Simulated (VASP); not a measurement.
Computed with MS2 meta-GGA, VASP's PBE PAW potentials (set 64) (plane waves; VASP).

Input for VASP

**INCAR**
```
ALGO = Normal
EDIFF = 1E-6
EDIFFG = -0.02
ENCUT = 520
IBRION = 2
ISIF = 3
ISMEAR = 0
LASPH = .True.
LCHARG = .False.
LMAXMIX = 6
LMIXTAU = .True.
LREAL = .False.
LWAVE = .False.
METAGGA = MS2
NELM = 100
NSW = 60
PREC = Accurate
SIGMA = 0.05
SYSTEM = HfO2
```

File POSCAR:
```
HfO2
1
    0.0000000000     2.5104630631     2.5104630631
    2.5104630631     0.0000000000     2.5104630631
    2.5104630631     2.5104630631     0.0000000000
Hf O
1 2
Direct
  0.0000000000   0.0000000000   0.0000000000
  0.2500000000   0.2500000000   0.2500000000
  0.7500000000   0.7500000000   0.7500000000
```

KPOINTS:
```
Automatic
0
G
7 7 7
```

POTCAR, in this order: Hf_pv O (PBE.64 set). Program: vasp_std.

The run wrote:

OUTCAR:
```
 ion  position               nearest neighbor table
   1  0.000  0.000  0.000-   2 2.17   3 2.17   3 2.17   3 2.17   3 2.17   2 2.17   2 2.17   2 2.17
  LATTYP: Found a face centered cubic cell.
 ALAT       =     5.0209261262
 Subroutine PRICEL returns:
 Original cell was already a primitive cell.
 Subroutine GETGRP returns: Found 48 space group operations
The static configuration has the point symmetry O_h .
The dynamic configuration has the point symmetry O_h .
 Subroutine INISYM returns: Found 48 space group operations
 Subroutine IBZKPT returns following result:
 Found     20 irreducible k-points:

 Following reciprocal coordinates:
            Coordinates               Weight
  0.000000  0.000000  0.000000      1.000000
  0.142857  0.000000  0.000000      8.000000
  0.285714  0.000000  0.000000      8.000000
  0.428571  0.000000  0.000000      8.000000
  0.142857  0.142857  0.000000      6.000000
  0.285714  0.142857  0.000000     24.000000
  0.428571  0.142857  0.000000     24.000000
 -0.428571  0.142857  0.000000     24.000000
 -0.285714  0.142857  0.000000     24.000000
 -0.142857  0.142857  0.000000     12.000000
  0.285714  0.285714  0.000000      6.000000
  0.428571  0.285714  0.000000     24.000000
 -0.428571  0.285714  0.000000     24.000000
 -0.285714  0.285714  0.000000     12.000000
  0.428571  0.428571  0.000000      6.000000
 -0.428571  0.428571  0.000000     12.000000
  0.428571  0.285714  0.142857     24.000000
 -0.428571  0.285714  0.142857     48.000000
 -0.428571  0.428571  0.142857     24.000000
 -0.285714  0.428571  0.142857     24.000000
   k-points           NKPTS =     20   k-points in BZ     NKDIM =     20   number of bands    NBANDS=     15
   number of dos      NEDOS =    301   number of ions     NIONS =      3
   total plane-waves  NPLWV =  21952
   dimension x,y,z NGX =    28 NGY =   28 NGZ =   28
   dimension x,y,z NGXF=    56 NGYF=   56 NGZF=   56
...
```

OSZICAR:
```
       N       E                     dE             d eps       ncg     rms          rms(c)
DAV:   1     0.900075964878E+02    0.90008E+02   -0.12393E+04   600   0.139E+03
DAV:   2    -0.410549141312E+02   -0.13106E+03   -0.12896E+03   754   0.315E+02
DAV:   3    -0.447072318999E+02   -0.36523E+01   -0.36494E+01   796   0.523E+01
DAV:   4    -0.447202563789E+02   -0.13024E-01   -0.13024E-01   733   0.340E+00
DAV:   5    -0.447203379297E+02   -0.81551E-04   -0.81550E-04   824   0.241E-01    0.585E+01
DAV:   6    -0.150155860819E+02    0.29705E+02   -0.17190E+01   663   0.430E+01    0.440E+01
DAV:   7    -0.288803914867E+02   -0.13865E+02   -0.48614E+00   600   0.296E+01    0.137E+01
DAV:   8    -0.166017390518E+02    0.12279E+02   -0.69460E+00   600   0.272E+01    0.140E+01
DAV:   9    -0.176955014238E+02   -0.10938E+01   -0.65272E+00   649   0.201E+01    0.363E+00
DAV:  10    -0.182323427031E+02   -0.53684E+00   -0.12985E-01   754   0.402E+00    0.328E+00
DAV:  11    -0.184504085801E+02   -0.21807E+00   -0.16842E-01   614   0.413E+00    0.167E+00
DAV:  12    -0.184582417265E+02   -0.78331E-02   -0.92562E-02   740   0.236E+00    0.164E+00
DAV:  13    -0.184719947715E+02   -0.13753E-01   -0.17480E-01   600   0.425E+00    0.134E+00
DAV:  14    -0.184724398219E+02   -0.44505E-03   -0.71996E-03   656   0.881E-01    0.129E+00
DAV:  15    -0.184707743464E+02    0.16655E-02   -0.18565E-03   740   0.351E-01    0.747E-01
DAV:  16    -0.184705711040E+02    0.20324E-03   -0.34187E-03   600   0.451E-01    0.184E-01
DAV:  17    -0.184703139028E+02    0.25720E-03   -0.10072E-03   754   0.273E-01    0.278E-02
DAV:  18    -0.184703717006E+02   -0.57798E-04   -0.51170E-05   614   0.937E-02    0.486E-02
DAV:  19    -0.184703789470E+02   -0.72464E-05   -0.26831E-05   656   0.596E-02    0.223E-02
DAV:  20    -0.184703803582E+02   -0.14112E-05   -0.30097E-06   683   0.174E-02    0.117E-02
DAV:  21    -0.184703785199E+02    0.18384E-05   -0.21460E-06   494   0.120E-02    0.761E-03
DAV:  22    -0.184703793171E+02   -0.79726E-06   -0.12543E-06   344   0.826E-03
   1 F= -.18470379E+02 E0= -.18470379E+02  d E =-.184704E+02
       N       E                     dE             d eps       ncg     rms          rms(c)
DAV:   1    -0.184735605315E+02   -0.31820E-02   -0.11671E-01   677   0.345E+00    0.102E+00
DAV:   2    -0.184706098301E+02    0.29507E-02   -0.16449E-02   635   0.112E+00    0.358E-01
DAV:   3    -0.184701628663E+02    0.44696E-03   -0.92863E-04   684   0.365E-01    0.146E-01
DAV:   4    -0.184699515295E+02    0.21134E-03   -0.16689E-03   677   0.397E-01    0.238E-01
DAV:   5    -0.184693172375E+02    0.63429E-03   -0.38076E-04   607   0.197E-01    0.330E-01
DAV:   6    -0.184693652889E+02   -0.48051E-04   -0.23875E-04   614   0.136E-01    0.129E-01
DAV:   7    -0.184701262271E+02   -0.76094E-03   -0.88648E-04   600   0.322E-01    0.209E-02
DAV:   8    -0.184701341330E+02   -0.79059E-05   -0.15769E-05   796   0.450E-02    0.408E-03
DAV:   9    -0.184701347275E+02   -0.59447E-06   -0.23902E-06   569   0.142E-02
   2 F= -.18470135E+02 E0= -.18470135E+02  d E =0.244590E-03
       N       E                     dE             d eps       ncg     rms          rms(c)
DAV:   1    -0.184718909594E+02   -0.17568E-02   -0.43259E-02   677   0.210E+00    0.618E-01
DAV:   2    -0.184707321399E+02    0.11588E-02   -0.60947E-03   635   0.678E-01    0.218E-01
DAV:   3    -0.184705487542E+02    0.18339E-03   -0.33365E-04   684   0.218E-01    0.874E-02
DAV:   4    -0.184704833692E+02    0.65385E-04   -0.58971E-04   698   0.234E-01    0.147E-01
DAV:   5    -0.184703698851E+02    0.11348E-03   -0.89251E-05   607   0.930E-02    0.197E-01
DAV:   6    -0.184703513227E+02    0.18562E-04   -0.89722E-05   600   0.805E-02    0.686E-02
DAV:   7    -0.184705446287E+02   -0.19331E-03   -0.22553E-04   600   0.160E-01    0.112E-02
DAV:   8    -0.184705432824E+02    0.13463E-05   -0.40153E-06   795   0.219E-02    0.241E-03
DAV:   9    -0.184705427851E+02    0.49729E-06   -0.69735E-07   314   0.785E-03
   3 F= -.18470543E+02 E0= -.18470543E+02  d E =-.163468E-03
```

### OUTCAR
```
------------------------ aborting loop because EDIFF is reached ----------------------------------------
  FORCE on cell =-STRESS in cart. coord.  units (eV):
  Direction    XX          YY          ZZ          XY          YZ          ZX
  --------------------------------------------------------------------------------------
  Total       -0.0016035     -0.0016035     -0.0016035      0.0000000     -0.0000000      0.0000000
  in kB       -0.0809876     -0.0809876     -0.0809876      0.0000000     -0.0000000      0.0000000
  external PRESSURE =      -0.0809876 kB  Pullay stress =       0.0000000 kB
  volume of cell :       31.72
      direct lattice vectors                 reciprocal lattice vectors
     0.000000000  2.512529015  2.512529015    -0.199002677  0.199002677  0.199002677
     2.512529015  0.000000000  2.512529015     0.199002677 -0.199002677  0.199002677
     2.512529015  2.512529015  0.000000000     0.199002677  0.199002677 -0.199002677
 POSITION                                       TOTAL-FORCE (eV/Angst)
 -----------------------------------------------------------------------------------
      0.00000      0.00000      0.00000        -0.000000      0.000000      0.000000
      1.25626      1.25626      1.25626         0.000000      0.000000     -0.000000
      3.76879      3.76879      3.76879        -0.000000     -0.000000      0.000000
 -----------------------------------------------------------------------------------
    total drift:                                0.000000      0.000000      0.000000
  FREE ENERGIE OF THE ION-ELECTRON SYSTEM (eV)
  ---------------------------------------------------
  free  energy   TOTEN  =       -18.4705427851 eV

  energy  without entropy=      -18.4705427851  energy(sigma->0) =      -18.47054279

 reached required accuracy - stopping structural energy minimisation
```
(Selected blocks of OUTCAR.)

File CONTCAR:
```
HfO2
   1.00000000000000
     0.0000000000000000    2.5125290153468125    2.5125290153468125
     2.5125290153468125    0.0000000000000000    2.5125290153468125
     2.5125290153468125    2.5125290153468125    0.0000000000000000
  Hf              O
     1     2
Direct
     0.0000000000000000    0.0000000000000000    0.0000000000000000
     0.2500000000000000    0.2500000000000000    0.2500000000000000
     0.7500000000000000    0.7500000000000000    0.7500000000000000
```

The compound is HfO2 in the fluorite structure, the high-temperature cubic form, which is unstable at 0 K; the monoclinic form is the stable one. This run relaxes it. Symmetry was kept, so distortions that lower it aren't found. The start is the result of an earlier pass.
